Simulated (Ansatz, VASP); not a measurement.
# Cross-check of BN (BN (F-43m)) between VASP and Ansatz

Aim: how closely do two programs agree when they are given the same cell, functional and k mesh? The cell is taken from a series of runs on this material, whose earlier steps may have relaxed, scaled, displaced or heated it; both programs get it as it stands.

Method: plane waves, with VASP 6.6.1 beside it; single point at PBE0, in Ansatz 0.2.0.

## Step 1: The structure

The structure is cubic, space group F-43m (No. 216). The conventional cell has a = 3.625 Å, b = 3.625 Å, c = 3.625 Å, α = 90.00°, β = 90.00°, γ = 90.00°. Nearest to B lie 4 N at 1.57 Å. Nearest to N lie 4 B at 1.57 Å. Farther neighbours and most contacts between anions are not listed.

Structure file:

```cif
data_structure
_symmetry_space_group_name_H-M 'F-43m'
_symmetry_Int_Tables_number 216
_cell_length_a 3.6247
_cell_length_b 3.6247
_cell_length_c 3.6247
_cell_angle_alpha 90.000
_cell_angle_beta 90.000
_cell_angle_gamma 90.000
_cell_volume 47.62
loop_
_atom_site_label
_atom_site_type_symbol
_atom_site_symmetry_multiplicity
_atom_site_Wyckoff_symbol
_atom_site_fract_x
_atom_site_fract_y
_atom_site_fract_z
_atom_site_occupancy
B1 B 4 a 0.00000 0.00000 0.00000 1
N1 N 4 d 0.25000 0.25000 0.75000 1
```

## Step 2: VASP: single point, PBE0

With cell and atoms fixed, the geometry can't cause a difference; cores, projectors, grids and the points listed under the comparison can.

Lines of VASP's logs that name or quote its potential files are left out, and so is its time.

The run reads the wave functions of an earlier VASP run, which isn't shown here.

The input, INCAR:

```
SYSTEM = BN
PREC = Accurate
ENCUT = 520
EDIFF = 1E-06
NELM = 100
ISMEAR = -1
SIGMA = 0.01
LREAL = .FALSE.
ALGO = Normal
LHFCALC = .TRUE.
AEXX = 0.25
GGA = PE
LASPH = .TRUE.
NBANDS = 24
PRECFOCK = Fast
LORBIT = 11
LWAVE = .FALSE.
LCHARG = .FALSE.
ISIF = 2
```

The input, POSCAR:

```
BN
1.0
    3.6246673600      0.0000000000      0.0000000000
    0.0000000000      0.0000000000     -3.6246673600
    0.0000000000      3.6246673600      0.0000000000
B N
4 4
Direct
    0.0000000000      0.0000000000      0.0000000000
    0.0000000000      0.5000000000      0.5000000000
    0.5000000000      0.0000000000      0.5000000000
    0.5000000000      0.5000000000      0.0000000000
    0.2500000000      0.2500000000      0.7500000000
    0.2500000000      0.7500000000      0.2500000000
    0.7500000000      0.2500000000      0.2500000000
    0.7500000000      0.7500000000      0.7500000000
```

The input, KPOINTS:

```
Automatic mesh
0
Gamma
2 2 2
0 0 0
```

PAW data sets: B and N (PBE family, release 64).

Run with:

```console
export OMP_NUM_THREADS=3
mpirun -np 1 vasp_std
```

Numbers of over 12 decimals in the logs are rounded to 6 here.

The log of the run:

```text
[banner, memory and clock lines left out]
running    1 mpi-ranks, on    1 nodes
 distrk:  each k-point on    1 cores,    1 groups
 distr:  one band on    1 cores,    1 groups
 Offloading initialized ...    1 GPUs detected
 POSCAR found type information on POSCAR B N
 POSCAR found :  2 types and       8 ions
 LDA part: xc-table for (Slater+PW92), standard interpolation
 found WAVECAR, reading the header
 POSCAR, INCAR and KPOINTS ok, starting setup
 FFT: planning ... GRIDC
 FFT: planning ... GRID_SOFT
 FFT: planning ... GRID
 reading WAVECAR
 the WAVECAR file was read successfully
 initial charge from wavefunction
 entering main loop
       N       E                     dE             d eps       ncg     rms          rms(c)
DAV:   1    -0.851504414629E+02   -0.85150E+02   -0.90444E-01   208   0.750E+00    0.917E-01
DAV:   2    -0.851559316339E+02   -0.54902E-02   -0.13136E-02   216   0.710E-01    0.606E-01
DAV:   3    -0.851536445410E+02    0.22871E-02   -0.10577E-03   224   0.234E-01    0.339E-01
DAV:   4    -0.851530309183E+02    0.61362E-03   -0.60322E-04   232   0.159E-01    0.190E-01
DAV:   5    -0.851528796181E+02    0.15130E-03   -0.13675E-04   232   0.772E-02    0.107E-01
DAV:   6    -0.851528310362E+02    0.48582E-04   -0.33264E-05   240   0.411E-02    0.580E-02
DAV:   7    -0.851528168381E+02    0.14198E-04   -0.10960E-05   240   0.241E-02    0.310E-02
DAV:   8    -0.851528129176E+02    0.39205E-05   -0.24028E-06   192   0.121E-02    0.172E-02
DAV:   9    -0.851528117919E+02    0.11258E-05   -0.73423E-07   168   0.719E-03    0.955E-03
DAV:  10    -0.851528115156E+02    0.27630E-06   -0.18018E-07   176   0.356E-03
   1 F= -.85152812E+02 E0= -.85152812E+02  d E =-.746441E-15
```

OUTCAR, selected parts (step 2):

```text
ion  position               nearest neighbor table
   1  0.000  0.000  0.000-   5 1.57   6 1.57   7 1.57   8 1.57
   2  0.000  0.500  0.500-   5 1.57   6 1.57   7 1.57   8 1.57
   3  0.500  0.000  0.500-   5 1.57   6 1.57   7 1.57   8 1.57
   4  0.500  0.500  0.000-   5 1.57   6 1.57   7 1.57   8 1.57
   5  0.250  0.250  0.750-   1 1.57   2 1.57   3 1.57   4 1.57
   6  0.250  0.750  0.250-   1 1.57   2 1.57   3 1.57   4 1.57
   7  0.750  0.250  0.250-   1 1.57   2 1.57   3 1.57   4 1.57
   8  0.750  0.750  0.750-   1 1.57   2 1.57   3 1.57   4 1.57

  LATTYP: Found a simple cubic cell.
 ALAT       =     3.6246673600

 Subroutine GETGRP returns: Found 24 space group operations
 (whereof 24 operations were pure point group operations)

The static configuration has the point symmetry T_d .

 Found      4 irreducible k-points:

   k-points           NKPTS =      4   k-points in BZ     NKDIM =      8   number of bands    NBANDS=     24

   dimension x,y,z NGX =    28 NGY =   28 NGZ =   28
   dimension x,y,z NGXF=    56 NGYF=   56 NGZF=   56

   ENCUT  =  520.0 eV  38.22 Ry    6.18 a.u.   6.74  6.74  6.74*2*pi/ulx,y,z

   NELECT =      32.0000    total number of electrons

 k-points in reciprocal lattice and weights: Automatic mesh
   0.00000000  0.00000000  0.00000000       0.125
   0.50000000  0.00000000  0.00000000       0.375
   0.50000000  0.50000000  0.00000000       0.375
   0.50000000  0.50000000  0.50000000       0.125

  exchange ACFDT corr.  =         0.00000000  see jH, gK, PRB 81, 115126

 average (electrostatic) potential at core
       1 -21.2524       2 -21.2524       3 -21.2524       4 -21.2524       5 -54.9199
       6 -54.9199       7 -54.9199       8 -54.9199

 E-fermi :   6.3401

 k-point     1 :       0.0000    0.0000    0.0000
  band No.  band energies     occupation
    ...
     12       0.7442      2.00000
     13       0.7442      2.00000
     14       6.0053      2.00000
     15       6.0053      2.00000
     16       6.0053      2.00000
     17      12.6600      0.00000
     18      12.6600      0.00000
     19      12.6600      0.00000
     20      17.4016      0.00000
     21      17.4016      0.00000
    ...

 k-point     2 :       0.5000    0.0000    0.0000
  band No.  band energies     occupation
    ...
     12       1.6709      2.00000
     13       2.7985      2.00000
     14       2.7985      2.00000
     15       2.7985      2.00000
     16       2.7985      2.00000
     17      15.1744      0.00000
     18      15.1744      0.00000
     19      18.0736      0.00000
     20      18.0736      0.00000
     21      20.1023      0.00000
    ...

 k-point     3 :       0.5000    0.5000    0.0000
  band No.  band energies     occupation
    ...
     12      -0.0038      2.00000
     13       3.7733      2.00000
     14       3.7733      2.00000
     15       3.7733      2.00000
     16       3.7733      2.00000
     17      18.2252      0.00000
     18      18.2252      0.00000
     19      18.2252      0.00000
     20      18.2252      0.00000
     21      20.9845      0.00000
    ...

  Total       -2.4155296     -2.4155296     -2.4155296      0.0000000      0.0000000      0.0000000
  in kB      -81.2677960    -81.2677960    -81.2677960      0.0000000      0.0000000      0.0000000
  external PRESSURE =     -81.2677960 kB  Pullay stress =       0.0000000 kB

  energy-cutoff  :      520.00
  volume of cell :       47.62
      direct lattice vectors                 reciprocal lattice vectors
     3.624667360  0.000000000  0.000000000     0.275887385 -0.000000000  0.000000000
     0.000000000  0.000000000 -3.624667360     0.000000000  0.000000000 -0.275887385
     0.000000000  3.624667360  0.000000000    -0.000000000  0.275887385  0.000000000

 POSITION                                       TOTAL-FORCE (eV/Angst)
 -----------------------------------------------------------------------------------
      0.00000      0.00000      0.00000        -0.000000      0.000000     -0.000000
      0.00000      1.81233     -1.81233        -0.000000      0.000000      0.000000
      1.81233      1.81233      0.00000        -0.000000      0.000000      0.000000
      1.81233      0.00000     -1.81233        -0.000000      0.000000      0.000000
      0.90617      2.71850     -0.90617         0.000000      0.000000     -0.000000
      0.90617      0.90617     -2.71850        -0.000000     -0.000000     -0.000000
      2.71850      0.90617     -0.90617        -0.000000     -0.000000     -0.000000
      2.71850      2.71850     -2.71850        -0.000000      0.000000      0.000000
 -----------------------------------------------------------------------------------
    total drift:                                0.000001      0.000004      0.000012

  FREE ENERGIE OF THE ION-ELECTRON SYSTEM (eV)
  ---------------------------------------------------
  free  energy   TOTEN  =       -85.1528115156 eV

  energy  without entropy=      -85.1528115156  energy(sigma->0) =      -85.15281152

 total charge
# of ion       s       p       d       tot
------------------------------------------
    1        0.673   1.339   0.000   2.012
    2        0.673   1.339   0.000   2.012
    3        0.673   1.339   0.000   2.012
    4        0.673   1.339   0.000   2.012
    5        1.214   2.775   0.000   3.989
    6        1.214   2.775   0.000   3.989
    7        1.214   2.775   0.000   3.989
    8        1.214   2.775   0.000   3.989
--------------------------------------------------
tot          7.548  16.455   0.000  24.003

[... 1 further part left out ...]
```

The run ends at a pressure of -8.13 GPa.

## Step 3: Ansatz: single point, PBE0

Ansatz runs on its default PAW (the set named soft_2) files.

The same cell, functional, mesh and smearing now go to Ansatz.

The input, input.yaml:

```yaml
crystal:
  lattice:
    - [3.62466736, 0.0, 0.0]
    - [0.0, 0.0, -3.62466736]
    - [0.0, 3.62466736, 0.0]
  atoms:
    - { symbol: B, position: [0.0, 0.0, 0.0] }
    - { symbol: B, position: [0.0, 0.5, 0.5] }
    - { symbol: B, position: [0.5, 0.0, 0.5] }
    - { symbol: B, position: [0.5, 0.5, 0.0] }
    - { symbol: "N", position: [0.25, 0.25, 0.75] }
    - { symbol: "N", position: [0.25, 0.75, 0.25] }
    - { symbol: "N", position: [0.75, 0.25, 0.25] }
    - { symbol: "N", position: [0.75, 0.75, 0.75] }
basis:
  ecutwfc: 420.0
  ecutrho_ratio: 4
  xc_grid: 2
  fft_grid_basis: typed
  precision: f64
kpoints:
  mp_grid: { grid: [2, 2, 2] }
hamiltonian:
  xc: pbe0
  pseudopotentials: { kind: paw }
scf:
  max_iter: 80
  occupations: { method: fermi_dirac, width: 0.01 }
output:
  forces: true
checkpoint:
  write: "../host.relax.run"
  compress: false
  write_wavefunctions: true
  write_every: 100000
```

Run with:

```console
ansatz run input.yaml --threads 4 --pin off --max-ram 11304MiB --backend cpu --events-out ev --progress --plain --runs-dir out
```

The log of the run:

```text
Engine: ansatz 0.2.0, aarch64-unknown-linux-gnu
Pseudopotentials: kind: paw
Pseudopotential: B, paw, valence charge 3, recommended cutoff 420 eV (normal), B.paw.azcp
Pseudopotential: N, paw, valence charge 5, recommended cutoff 420 eV (normal), N.paw.azcp
Functional definition: PBE0
  parameter a = 0.25
  parameter kappa = 0.804
  parameter beta = 0.066725
  exchange = (1 - a)*pbe_x(kappa = kappa, mu = beta*pi^2/3) + a*exact_x
  correlation = pbe_c(beta = beta)
Crystal: 8 atoms, lattice volume = 47.622 Å³
Basis set: ecut = 420 eV, 925 PW (Γ), exchange–correlation on 50×50×50 points (8 copies of the dense FFT grid, shifted against one another)
Bands: 24, of which v1, the nominal top of the filled ones, is band 16 counted from 1 (15 counted from 0)
Symmetry: 96 space group operations
Space group: F-43m (ITA 216), of the structure as read, at distance tolerance 3.6e-5 Å
k-points: 4 of 8
Non-local potential: B, projectors of the file, l = 0: 2, l = 1: 2, l = 2: 1
Non-local potential: N, projectors of the file, l = 0: 2, l = 1: 2, l = 2: 1
PAW form: soft (Blöchl's): semilocal exchange-correlation on the pseudo side does not see the compensation charge
PAW frozen core: B, regenerated for the run's functional, and the local potential with it (the file was generated under x = pbe(κ = 0.804, μ = 0.219515), c = pbe(β = 0.066725))
PAW frozen core: N, regenerated for the run's functional, and the local potential with it (the file was generated under x = pbe(κ = 0.804, μ = 0.219515), c = pbe(β = 0.066725))
PAW one-centre angular grid: B, 110 points (default); XC on 64 Gauss nodes
PAW one-centre angular grid: N, 110 points (default); XC on 64 Gauss nodes
Initial density: superposition of atomic densities (neutral atoms: chi_scale 0, normalization atom), corrected by the library's trained network
Initial wavefunctions: pseudopotential atomic-orbital guess
Functional: x = pbe(κ = 0.804, μ = 0.219515), c = pbe(β = 0.066725), warm-up for x = 0.75 pbe(κ = 0.804, μ = 0.219515) + 0.25 exact, c = pbe(β = 0.066725)
SCF iter   1: F=—  HF=-2168.779025 eV  |F-HF|=—  |Δ(HF+E_count)|=         —  Δρ=4.72e-3  dr2=9.11e-3  ethr=1.77e-3  ⟨swp⟩=5.2  Hψ=434  notcnv=0
preconditioner: auto → none  [insulator: Δε(μ)=4.464 eV  Ē_g=17.987 eV  σ=0.010 eV  W_gap=1.00  n_scr=18 (ndim 8)  ℏωp=30.4 eV  f_vac=0.000  D(μ)=0.00/eV (n_scr^D=0)]
iter 2 solved again at ethr=2.30e-6 eV; its pass at ethr=2.85e-5 eV (dr2=7.36e-4 eV) is discarded
SCF iter   2: F=-2168.777347 eV  HF=-2168.777481 eV  |F-HF|=1.33e-4  |Δ(HF+E_count)|=   1.54e-3  Δρ=1.84e-3  dr2=7.48e-4  ethr=2.30e-6  ⟨swp⟩=2.2  Hψ=478  notcnv=0  defer=2
SCF 1 stopped early in 2 iterations: F = -2168.777347 eV  dr2 = 7.48e-4
  greatest PAW one-centre occupation: 0.784 electrons in one spin orbital (limit 2), on the N atom at site 7 (counted from 0), in its partial waves of l = 0
Initial density: handed on by an earlier stage of this run
Initial wavefunctions: those handed on with the density
Functional: x = 0.75 pbe(κ = 0.804, μ = 0.219515) + 0.25 exact, c = pbe(β = 0.066725)
Frozen-core exchange: fock
SCF iter   1: F=—  HF=-2169.929819 eV  |F-HF|=—  |Δ(HF+E_count)|=         —  Δρ=9.53e-3  dr2=1.79e-2  ethr=2.34e-5  ⟨swp⟩=6.0  Hψ=406  notcnv=0
preconditioner: auto → none  [insulator: Δε(μ)=6.523 eV  Ē_g=21.227 eV  σ=0.010 eV  W_gap=1.00  n_scr=18 (ndim 8)  ℏωp=30.4 eV  f_vac=0.000  D(μ)=0.00/eV (n_scr^D=0)]
SCF iter   2: F=—  HF=-2169.923286 eV  |F-HF|=—  |Δ(HF+E_count)|=   6.53e-3  Δρ=4.28e-3  dr2=3.85e-3  ethr=2.34e-5  ⟨swp⟩=3.0  Hψ=219  notcnv=0
SCF iter   3: F=—  HF=-2169.932625 eV  |F-HF|=—  |Δ(HF+E_count)|=   9.34e-3  Δρ=1.01e-3  dr2=3.81e-4  ethr=9.41e-6  ⟨swp⟩=3.2  Hψ=256  notcnv=0  defer=2
SCF iter   4: F=—  HF=-2169.932530 eV  |F-HF|=—  |Δ(HF+E_count)|=   9.58e-5  Δρ=4.43e-4  dr2=9.65e-5  ethr=1.10e-6  ⟨swp⟩=3.2  Hψ=235  notcnv=0
SCF iter   5: F=-2169.932504 eV  HF=-2169.932505 eV  |F-HF|=1.74e-7  |Δ(HF+E_count)|=   2.51e-5  Δρ=7.07e-5  dr2=1.13e-5  ethr=2.09e-7  ⟨swp⟩=3.0  Hψ=207  notcnv=0
SCF 2 stopped early in 5 iterations: F = -2169.932504 eV  dr2 = 1.13e-5
  greatest PAW one-centre occupation: 0.787 electrons in one spin orbital (limit 2), on the N atom at site 7 (counted from 0), in its partial waves of l = 0
hybrid outer 1: dexx = +1.176e-2 eV, tail = 4.69e-5 eV
Frozen-core exchange: fock
SCF iter   1: F=—  HF=-2169.932736 eV  |F-HF|=—  |Δ(HF+E_count)|=         —  Δρ=1.09e-4  dr2=4.68e-6  ethr=7.33e-7  ⟨swp⟩=4.0  Hψ=223  notcnv=0
preconditioner: auto → none  [insulator: Δε(μ)=6.567 eV  Ē_g=21.230 eV  σ=0.010 eV  W_gap=1.00  n_scr=18 (ndim 8)  ℏωp=30.4 eV  f_vac=0.000  D(μ)=0.00/eV (n_scr^D=0)]
SCF iter   2: F=—  HF=-2169.932734 eV  |F-HF|=—  |Δ(HF+E_count)|=   1.38e-6  Δρ=2.34e-5  dr2=3.27e-7  ethr=1.38e-8  ⟨swp⟩=3.0  Hψ=198  notcnv=0
SCF iter   3: F=—  HF=-2169.932736 eV  |F-HF|=—  |Δ(HF+E_count)|=   1.80e-6  Δρ=1.66e-5  dr2=1.07e-7  ethr=4.14e-10  ⟨swp⟩=4.2  Hψ=251  notcnv=0  defer=1
SCF iter   4: F=-2169.932736 eV  HF=-2169.932736 eV  |F-HF|=3.88e-9  |Δ(HF+E_count)|=   3.39e-8  Δρ=4.07e-6  dr2=6.78e-9  ethr=3.21e-10  ⟨swp⟩=3.0  Hψ=217  notcnv=0
SCF 3 converged in 4 iterations: F = -2169.932736 eV  dr2 = 6.78e-9
  Residual-converged pass: ⟨swp⟩=2.8  Hψ=171  notcnv=0  max |occ|·‖R‖ = 5.4e-6 eV (tolerance 6.7e-6 eV)  dr2=7.11e-9  dr2_onsite=4.48e-10  max |Δocc| = 0.0e0
hybrid outer 2: dexx = +2.124e-6 eV, tail = 2.50e-8 eV, Δε = 2.17e-3 eV (about 5.50e-5 eV left of the loop's levels)
hybrid SCF converged: 2 outer / 9 inner (+2 warm-up), last move |dexx| = 2.12e-6 eV, tail = 2.50e-8 eV
Stability not checked: this state was not tested for a lower state beside it, because the functional holds exact exchange (a hybrid, or Hartree-Fock), whose exchange loop this test does not read (fock_operator; see scf.lower_state_search)
Free energy (F): -2169.932736 eV
Frozen-core exchange: fock
Harris-Foulkes:  -2169.932736 eV  (|F-HF|=3.88e-9)
Internal energy: -2169.932736 eV  (E = F + TS)
E sigma→0 (E₀):  -2169.932736 eV
Fermi energy:    13.092881 eV
--- Per-component energies (eV) ---
  E_band       = 40.378590
  E_kinetic    = 741.977598
  E_local      = -701.885195  (includes V_loc(G=0)·N_el)
  E_nonlocal   = 221.614173
  E_hartree    = 198.182096
  E_xc         = -289.685279
  E_vxc        = -359.953753  (∫ρ·V_xc dr)
  E_exx        = -91.445217  (= α·E_x^exact, valence–valence)
  E_paw        = -818.839262  (= ΣΔE_a)
  E_vpaw       = -74.849358  (= ΣTr[D̂ρ^β])
  E_aug_tail   = 0.000411  (compensation charges beyond the density's cutoff)
  E_ewald      = -1429.715204
  E_core_change = -0.136859  (= ΣΔE_core)
  E_smearing   = -0.000000  (= −TS)
  E_closure    = 0.000000  (closes the sum)
  Σ components = -2169.932736   (vs F -2169.932736, Δ=0.00e0)
--- Forces (eV/Å), atoms counted from 1 ---
  atom   1  B      0.00000000     0.00000000     0.00000000
  atom   2  B      0.00000000    -0.00000000     0.00000000
  atom   3  B      0.00000000    -0.00000000     0.00000000
  atom   4  B      0.00000000    -0.00000000     0.00000000
  atom   5  N     -0.00000000     0.00000000     0.00000000
  atom   6  N     -0.00000000     0.00000000     0.00000000
  atom   7  N      0.00000000     0.00000000     0.00000000
  atom   8  N      0.00000000     0.00000000     0.00000000
  max |Σ_I F_I| component: 1.25e-23 eV/Å
--- Band table (eV) ---
  k-point 0: bands = [... 12 lower, 4.5262, 9.8099, 9.8099, 9.8099, 16.3759, 16.3759, 16.3759, 21.1271, ... 1 higher]
  k-point 1: bands = [... 12 lower, 6.5926, 6.5926, 6.5926, 6.5926, 18.8952, 18.8952, 21.8013, 21.8013, ... 1 higher]
  k-point 2: bands = [... 12 lower, 7.5676, 7.5676, 7.5676, 7.5676, 21.9538, 21.9538, 21.9538, 21.9538, ... 1 higher]
  k-point 3: bands = [... 12 lower, 7.7219, 7.7219, 7.7219, 7.7219, 22.3511, 22.3511, 22.3511, 22.3511, ... 1 higher]
  guard bands above this table: 3 of the run's 24 bands. The solve was not asked for them (output.publish_guard_bands: true or output.eigenvalues: true publishes all)
```

## Step 4: Comparison

Known differences besides the potentials themselves: exact exchange at q = 0 is treated differently, which shows on coarse meshes; VASP keeps PBE cores, Ansatz makes them for the functional; the cutoff is 420 eV in Ansatz and 520 eV in VASP; VASP takes a coarser grid for exact exchange (PRECFOCK = Fast). Total energies have different zeros and are not compared.

Compared:

```csv
quantity,Ansatz,VASP,difference
gap on the k mesh (eV),6.566,6.655,-0.089
```

A gap on the mesh is an upper bound, since the band edges may lie between its points.

## Step 5: Outcome

```
difference in gap on the k mesh (single point, PBE0) : -0.089 eV
```

**Reading.** The difference in gap on the k mesh is -0.089 eV (single point, PBE0), beyond the 0.08 eV picked in this series as the mark of a large difference. What causes the difference of the single point, PBE0 pair stays open here. Such differences can come from data sets, numerical settings and the points named under the comparisons, not from the functional's error against experiment.

[Lines on the potential files, build, host, timing and source positions are cut from VASP's logs without a mark.]

[Logs are printed without paths, hosts, clocks, repeated set-up lines and the standing remarks that a program may print on its own settings, such as how far it seeks lower states.]

[Hosts, paths, dates, database ids (printed as entryN), source tags and the programs' standing remarks are cut or masked in the printed files.]
